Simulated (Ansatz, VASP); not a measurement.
One calculation of ScTl2PtN3, two programs

```
Sc Tl Pt N
1.0
     3.30000    0.00000    0.00000
    -1.65000    2.85788    0.00000
     0.00000    0.00000   13.15000
Sc Tl Pt N
1 2 1 3
Direct
  0.00000 0.00000 0.41000
  0.33333 0.66667 0.82000
  0.66667 0.33333 0.18000
  0.33333 0.66667 0.59000
  0.33333 0.66667 0.32000
  0.66667 0.33333 0.50000
  0.00000 0.00000 0.68000
```

Alike in both runs: task relaxation of cell and atoms; functional PBE; k mesh 4 × 4 × 1; occupations gaussian, width 0.15 eV; no spin polarisation.

|  | VASP | Ansatz |
| --- | --- | --- |
| version | VASP 6.6.1 | Ansatz 0.2.0 |
| potentials or method | VASP PAW PBE potentials, release 64 (Sc_sv, Tl_d, Pt, N) | scalar-relativistic, plane waves, PAW |
| plane-wave cutoff (eV) | 600 | 420 |
| valence electrons in the cell | 62 | 70 |

VASP gave:

```
gap on the k mesh at the Fermi level, each at its own relaxed structure (eV) : 0.52
relaxed volume (Å³/atom)                                                     : 15.75
relaxed cell length with the largest relative difference (Å)                 : 11.656
energy change over the relaxation (meV/atom)                                 : -90
```

Problem. Estimate Ansatz's values.

Solution. gap on the k mesh at the Fermi level, each at its own relaxed structure (eV): 0.50; relaxed volume (Å³/atom): 15.82; relaxed cell length with the largest relative difference (Å): 11.704; energy change over the relaxation (meV/atom): -89.

The two sets of potentials don't hold the same shells in valence.

Caveats: the k mesh is coarse (spacing up to 0.55 Å⁻¹), so the values aren't converged; spin-orbit coupling is left out, which as a rule narrows the gap of such compounds by several tenths of an eV; an odd mesh through Γ misses points on the zone boundary, where band edges often lie; this functional lacks dispersion, which binds the layers, so the pressure and a relaxed spacing across them are unreliable.
